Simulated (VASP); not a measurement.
Calculation: r2SCAN meta-GGA, VASP's PBE PAW potentials (set 64) (plane waves; VASP).

The input files of a VASP run:

POSCAR:
```
Te
1.0
  4.9423504860   0.0000000471   0.0000000000
 -2.4711746551   4.2802005801   0.0000000000
  0.0000000000   0.0000000000   9.6646143332
Te
4
Direct
  0.3333330000   0.6666670000   0.0353354768
  0.6666670000   0.3333330000   0.5353354768
  0.6666670000   0.3333330000   0.9646645232
  0.3333330000   0.6666670000   0.4646645232
```

**INCAR**
```
SYSTEM = Te
PREC = Accurate; ENCUT = 400; LREAL = .False.
LASPH = .True.
EDIFF = 1E-6; NELM = 100; ALGO = Normal
LMAXMIX = 4; LMIXTAU = .True.
ISMEAR = 1; SIGMA = 0.1
METAGGA = R2SCAN
IBRION = 2; NSW = 60; ISIF = 3
EDIFFG = -0.02
LWAVE = .False.; LCHARG = .False.
```

**KPOINTS**
```
Automatic
0
G
7 7 3
0 0 0
```

POTCAR, in this order: Te (PBE.64 set). Program: vasp_std.

The resulting files:

File OUTCAR:
```
 ion  position               nearest neighbor table
   1  0.333  0.667  0.035-   3 2.93   3 2.93   3 2.93
   2  0.667  0.333  0.535-   4 2.93   4 2.93   4 2.93
   3  0.667  0.333  0.965-   1 2.93   1 2.93   1 2.93
   4  0.333  0.667  0.465-   2 2.93   2 2.93   2 2.93
  LATTYP: Found a hexagonal cell.
 ALAT       =     4.9423504860
 C/A-ratio  =     1.9554692369
 Subroutine PRICEL returns:
 Original cell was already a primitive cell.
 Subroutine GETGRP returns: Found 24 space group operations
The static configuration has the point symmetry D_3d.
 The point group associated with its full space group is D_6h.
The dynamic configuration has the point symmetry D_3d.
 Subroutine INISYM returns: Found 24 space group operations
 Subroutine IBZKPT returns following result:
 Found     16 irreducible k-points:

 Following reciprocal coordinates:
            Coordinates               Weight
  0.000000  0.000000  0.000000      1.000000
  0.142857  0.000000  0.000000      6.000000
  0.285714  0.000000  0.000000      6.000000
  0.428571  0.000000  0.000000      6.000000
  0.142857  0.142857  0.000000      6.000000
  0.285714  0.142857  0.000000     12.000000
  0.428571  0.142857  0.000000      6.000000
  0.285714  0.285714  0.000000      6.000000
  0.000000  0.000000  0.333333      2.000000
  0.142857  0.000000  0.333333     12.000000
  0.285714  0.000000  0.333333     12.000000
  0.428571  0.000000  0.333333     12.000000
  0.142857  0.142857  0.333333     12.000000
  0.285714  0.142857  0.333333     24.000000
  0.428571  0.142857  0.333333     12.000000
  0.285714  0.285714  0.333333     12.000000
   k-points           NKPTS =     16   k-points in BZ     NKDIM =     16   number of bands    NBANDS=     16
   number of dos      NEDOS =    301   number of ions     NIONS =      4
   total plane-waves  NPLWV =  65536
   dimension x,y,z NGX =    32 NGY =   32 NGZ =   64
   dimension x,y,z NGXF=    64 NGYF=   64 NGZF=  128
   ions per type =               4
   PREC   = accura    normal or accurate (medium, high low for compatibility)
   ISTART =      0    job   : 0-new  1-cont  2-samecut
   ICHARG =      2    charge: 1-file 2-atom 10-const
   ISPIN  =      1    spin polarized calculation?
   LNONCOLLINEAR =      F non collinear calculations
   LSORBIT =      F    spin-orbit coupling
   INIWAV =      1    electr: 0-lowe 1-rand  2-diag
   ENCUT  =  400.0 eV  29.40 Ry    5.42 a.u.   8.06  8.06 15.76*2*pi/ulx,y,z
   NELM   =    100;   NELMIN=  2; NELMDL= -5     # of ELM steps
   EDIFF  = 0.1E-05   stopping-criterion for ELM
   LREAL  =      F    real-space projection
   NLSPLINE    = F    spline interpolate recip. space projectors
   LMAXMIX     =    4 max onsite mixed and CHGCAR
   VOSKOWN=      0    Vosko Wilk Nusair interpolation
   EDIFFG = -.2E-01   stopping-criterion for IOM
   NSW    =     60    number of steps for IOM
   NBLOCK =      1;   KBLOCK =     60    inner block; outer block
   IBRION =      2    ionic relax: 0-MD 1-quasi-New 2-CG
   NFREE  =      1    steps in history (QN), initial steepest desc. (CG)
   ISIF   =      3    stress and relaxation
   ISYM   =      2    0-nonsym 1-usesym 2-fastsym
   TEIN   =    0.0    initial temperature
   TEBEG  =    0.0;   TEEND  =   0.0 temperature during run
   SMASS  =  -3.00    Nose mass-parameter (am)
   PSTRESS=    0.0 pullay stress
   NELECT =      24.0000    total number of electrons
   EFERMI =   0.00;   METHOD = LEGACY
   ISMEAR =     1;   SIGMA  =   0.10  broadening in eV -4-tet -1-fermi 0-gaus
   IALGO  =     38    algorithm
   LDIAG  =      T    sub-space diagonalisation (order eigenvalues)
   IMIX   =      4    mixing-type and parameters
     AMIX     =   0.40;   BMIX     =  1.00
     AMIX_MAG =   1.60;   BMIX_MAG =  1.00
...
```

### OSZICAR
```
...
       N       E                     dE             d eps       ncg     rms          rms(c)
DAV:   1    -0.100211570436E+03   -0.32561E-01   -0.10747E+00   568   0.469E+00    0.132E+00
DAV:   2    -0.100194243858E+03    0.17327E-01   -0.46126E-02   544   0.116E+00    0.656E-01
DAV:   3    -0.100186994709E+03    0.72491E-02   -0.73867E-03   568   0.416E-01    0.268E-01
DAV:   4    -0.100184008127E+03    0.29866E-02   -0.97479E-03   592   0.441E-01    0.237E-01
DAV:   5    -0.100184321520E+03   -0.31339E-03   -0.51652E-04   640   0.159E-01    0.169E-01
DAV:   6    -0.100184441192E+03   -0.11967E-03   -0.39126E-04   512   0.159E-01    0.858E-03
DAV:   7    -0.100184523104E+03   -0.81912E-04   -0.16094E-04   512   0.111E-01    0.123E-02
DAV:   8    -0.100184535393E+03   -0.12289E-04   -0.30007E-05   512   0.535E-02    0.121E-02
DAV:   9    -0.100184542024E+03   -0.66313E-05   -0.75710E-06   520   0.230E-02    0.211E-03
DAV:  10    -0.100184542047E+03   -0.22377E-07   -0.49768E-07   296   0.647E-03
   2 F= -.10018454E+03 E0= -.10018493E+03  d E =-.553210E-02
       N       E                     dE             d eps       ncg     rms          rms(c)
DAV:   1    -0.100189308045E+03   -0.47660E-02   -0.13280E-01   568   0.166E+00    0.548E-01
DAV:   2    -0.100187008977E+03    0.22991E-02   -0.53830E-03   544   0.402E-01    0.188E-01
DAV:   3    -0.100186238065E+03    0.77091E-03   -0.12345E-03   568   0.170E-01    0.868E-02
DAV:   4    -0.100186028305E+03    0.20976E-03   -0.82596E-04   616   0.134E-01    0.852E-02
DAV:   5    -0.100186096673E+03   -0.68367E-04   -0.94653E-05   640   0.764E-02    0.374E-02
DAV:   6    -0.100186110309E+03   -0.13636E-04   -0.58246E-05   512   0.728E-02    0.595E-03
DAV:   7    -0.100186131112E+03   -0.20803E-04   -0.37498E-05   512   0.589E-02    0.643E-03
DAV:   8    -0.100186136777E+03   -0.56651E-05   -0.77795E-06   512   0.271E-02    0.619E-03
DAV:   9    -0.100186137237E+03   -0.46046E-06   -0.68634E-07   304   0.703E-03
   3 F= -.10018614E+03 E0= -.10018651E+03  d E =-.712729E-02
       N       E                     dE             d eps       ncg     rms          rms(c)
DAV:   1    -0.100196425580E+03   -0.10289E-01   -0.30162E-01   512   0.253E+00    0.488E-01
DAV:   2    -0.100192121460E+03    0.43041E-02   -0.83062E-03   512   0.548E-01    0.176E-01
DAV:   3    -0.100190112543E+03    0.20089E-02   -0.36718E-03   592   0.282E-01    0.108E-01
DAV:   4    -0.100189891135E+03    0.22141E-03   -0.76047E-04   608   0.180E-01    0.778E-02
DAV:   5    -0.100188508086E+03    0.13830E-02   -0.21712E-03   512   0.395E-01    0.224E-02
DAV:   6    -0.100189929452E+03   -0.14214E-02   -0.11213E-03   512   0.306E-01    0.122E-02
DAV:   7    -0.100189922117E+03    0.73341E-05   -0.40207E-05   512   0.584E-02    0.413E-03
DAV:   8    -0.100189943784E+03   -0.21667E-04   -0.12375E-05   512   0.368E-02    0.243E-03
DAV:   9    -0.100189944643E+03   -0.85922E-06   -0.64956E-06   512   0.248E-02
   4 F= -.10018994E+03 E0= -.10019035E+03  d E =-.380741E-02
       N       E                     dE             d eps       ncg     rms          rms(c)
DAV:   1    -0.100255524101E+03   -0.65580E-01   -0.26555E+00   512   0.746E+00    0.152E+00
DAV:   2    -0.100216887019E+03    0.38637E-01   -0.75097E-02   512   0.162E+00    0.528E-01
DAV:   3    -0.100198529836E+03    0.18357E-01   -0.31969E-02   592   0.818E-01    0.325E-01
DAV:   4    -0.100196549958E+03    0.19799E-02   -0.67832E-03   632   0.518E-01    0.248E-01
DAV:   5    -0.100161675083E+03    0.34875E-01   -0.24155E-02   512   0.142E+00    0.815E-02
DAV:   6    -0.100196698868E+03   -0.35024E-01   -0.15475E-02   512   0.120E+00    0.392E-02
DAV:   7    -0.100196668090E+03    0.30778E-04   -0.39744E-04   512   0.185E-01    0.776E-03
DAV:   8    -0.100196832306E+03   -0.16422E-03   -0.14085E-04   512   0.124E-01    0.111E-02
DAV:   9    -0.100196857129E+03   -0.24823E-04   -0.20407E-05   512   0.484E-02    0.512E-03
DAV:  10    -0.100196849378E+03    0.77514E-05   -0.11085E-05   512   0.365E-02    0.187E-03
DAV:  11    -0.100196861339E+03   -0.11961E-04   -0.10145E-05   512   0.337E-02    0.673E-04
DAV:  12    -0.100196861597E+03   -0.25791E-06   -0.45580E-07   256   0.749E-03
   5 F= -.10019686E+03 E0= -.10019716E+03  d E =-.107244E-01
       N       E                     dE             d eps       ncg     rms          rms(c)
DAV:   1    -0.100426225979E+03   -0.22936E+00   -0.10111E+01   512   0.144E+01    0.317E+00
DAV:   2    -0.100276946313E+03    0.14928E+00   -0.29560E-01   512   0.315E+00    0.104E+00
DAV:   3    -0.100203109681E+03    0.73837E-01   -0.11916E-01   592   0.155E+00    0.643E-01
DAV:   4    -0.100194933743E+03    0.81759E-02   -0.26547E-02   632   0.988E-01    0.524E-01
DAV:   5    -0.100111495549E+03    0.83438E-01   -0.71578E-02   512   0.238E+00    0.191E-01
DAV:   6    -0.100194073344E+03   -0.82578E-01   -0.48219E-02   512   0.208E+00    0.848E-02
DAV:   7    -0.100194664583E+03   -0.59124E-03   -0.18919E-03   512   0.379E-01    0.335E-02
DAV:   8    -0.100194481449E+03    0.18313E-03   -0.16546E-03   512   0.356E-01    0.411E-02
DAV:   9    -0.100194976698E+03   -0.49525E-03   -0.63783E-04   512   0.211E-01    0.988E-03
DAV:  10    -0.100194972407E+03    0.42917E-05   -0.36376E-05   512   0.604E-02    0.434E-03
DAV:  11    -0.100194993058E+03   -0.20652E-04   -0.23666E-05   512   0.519E-02    0.284E-03
DAV:  12    -0.100194997910E+03   -0.48515E-05   -0.73177E-06   512   0.277E-02    0.179E-03
DAV:  13    -0.100194999331E+03   -0.14217E-05   -0.32921E-07   256   0.589E-03    0.675E-04
DAV:  14    -0.100194999444E+03   -0.11271E-06   -0.11575E-07   256   0.352E-03
   6 F= -.10019500E+03 E0= -.10019517E+03  d E =-.886221E-02
       N       E                     dE             d eps       ncg     rms          rms(c)
DAV:   1    -0.100263253350E+03   -0.68254E-01   -0.30846E+00   512   0.810E+00    0.152E+00
DAV:   2    -0.100219620387E+03    0.43633E-01   -0.77731E-02   512   0.172E+00    0.568E-01
DAV:   3    -0.100199093385E+03    0.20527E-01   -0.39513E-02   592   0.939E-01    0.335E-01
DAV:   4    -0.100194041470E+03    0.50519E-02   -0.10758E-02   584   0.765E-01    0.207E-01
DAV:   5    -0.100202216125E+03   -0.81747E-02   -0.22403E-02   512   0.110E+00    0.783E-02
DAV:   6    -0.100197857951E+03    0.43582E-02   -0.95706E-03   512   0.708E-01    0.389E-02
DAV:   7    -0.100197969562E+03   -0.11161E-03   -0.40440E-04   512   0.185E-01    0.312E-02
DAV:   8    -0.100198151611E+03   -0.18205E-03   -0.11680E-04   512   0.931E-02    0.918E-03
DAV:   9    -0.100198197120E+03   -0.45510E-04   -0.46137E-05   512   0.689E-02    0.485E-03
DAV:  10    -0.100198203443E+03   -0.63228E-05   -0.49281E-06   512   0.212E-02    0.501E-03
DAV:  11    -0.100198203657E+03   -0.21345E-06   -0.33186E-07   264   0.560E-03
   7 F= -.10019820E+03 E0= -.10019842E+03  d E =-.120664E-01
       N       E                     dE             d eps       ncg     rms          rms(c)
DAV:   1    -0.100211225359E+03   -0.13022E-01   -0.44201E-01   544   0.293E+00    0.531E-01
DAV:   2    -0.100203721876E+03    0.75035E-02   -0.14423E-02   536   0.690E-01    0.297E-01
DAV:   3    -0.100199734874E+03    0.39870E-02   -0.70481E-03   576   0.375E-01    0.141E-01
DAV:   4    -0.100199223677E+03    0.51120E-03   -0.15658E-03   632   0.191E-01    0.180E-01
DAV:   5    -0.100199330858E+03   -0.10718E-03   -0.66311E-04   512   0.229E-01    0.605E-02
DAV:   6    -0.100199527145E+03   -0.19629E-03   -0.72118E-04   512   0.238E-01    0.192E-02
DAV:   7    -0.100199610517E+03   -0.83372E-04   -0.11952E-04   512   0.889E-02    0.463E-03
DAV:   8    -0.100199617933E+03   -0.74165E-05   -0.13652E-05   560   0.314E-02    0.295E-03
DAV:   9    -0.100199622039E+03   -0.41055E-05   -0.27182E-06   528   0.142E-02    0.264E-03
DAV:  10    -0.100199621035E+03    0.10042E-05   -0.11586E-06   288   0.100E-02    0.916E-04
DAV:  11    -0.100199621893E+03   -0.85800E-06   -0.44525E-07   256   0.691E-03
   8 F= -.10019962E+03 E0= -.10019977E+03  d E =-.141824E-02
```

### OUTCAR
```
------------------------ aborting loop because EDIFF is reached ----------------------------------------
  FORCE on cell =-STRESS in cart. coord.  units (eV):
  Direction    XX          YY          ZZ          XY          YZ          ZX
  --------------------------------------------------------------------------------------
  Total       -0.0160218     -0.0160218     -0.0209349     -0.0000000     -0.0000000      0.0000000
  in kB       -0.1172127     -0.1172127     -0.1531560     -0.0000000     -0.0000000      0.0000000
  external PRESSURE =      -0.1291938 kB  Pullay stress =       0.0000000 kB
  volume of cell :      219.00
      direct lattice vectors                 reciprocal lattice vectors
     4.961852619  0.000000050  0.000000000     0.201537625  0.116357788 -0.000000000
    -2.480925717  4.297089916 -0.000000000    -0.000000002  0.232715632 -0.000000000
     0.000000000  0.000000000 10.271396541    -0.000000000 -0.000000000  0.097357744
 POSITION                                       TOTAL-FORCE (eV/Angst)
 -----------------------------------------------------------------------------------
     -0.00000      2.86473      0.35334        -0.000000      0.000000     -0.012970
      2.48093      1.43236      5.48904         0.000000     -0.000000     -0.012970
      2.48093      1.43236      9.91806         0.000000     -0.000000      0.012970
     -0.00000      2.86473      4.78236        -0.000000      0.000000      0.012970
 -----------------------------------------------------------------------------------
    total drift:                               -0.000372     -0.000083     -0.000000
  FREE ENERGIE OF THE ION-ELECTRON SYSTEM (eV)
  ---------------------------------------------------
  free  energy   TOTEN  =      -100.1996218928 eV

  energy  without entropy=     -100.2000618811  energy(sigma->0) =     -100.19976856

 reached required accuracy - stopping structural energy minimisation
```
(Selected blocks of OUTCAR.)

File CONTCAR:
```
Te
   1.00000000000000
     4.9618526192140227    0.0000000499742911    0.0000000000000000
    -2.4809257170589478    4.2970899160999272   -0.0000000000000000
     0.0000000000000000    0.0000000000000000   10.2713965409924377
  Te
     4
Direct
     0.3333330000000032    0.6666669999999968    0.0344004246301436
     0.6666669999999968    0.3333330000000032    0.5344004246301436
     0.6666669999999968    0.3333330000000032    0.9655995753698564
     0.3333330000000032    0.6666669999999968    0.4655995753698565
```

Energy and stress use the plane-wave basis of the starting cell.

The structure was generated: Te was put into the lonsdaleite type (P6_3/mmc), which need not be its known phase. This run relaxes it. Symmetry was kept, so distortions that lower it aren't found. The start is the result of an earlier pass. VASP warned that the highest band is occupied, so more bands are needed.
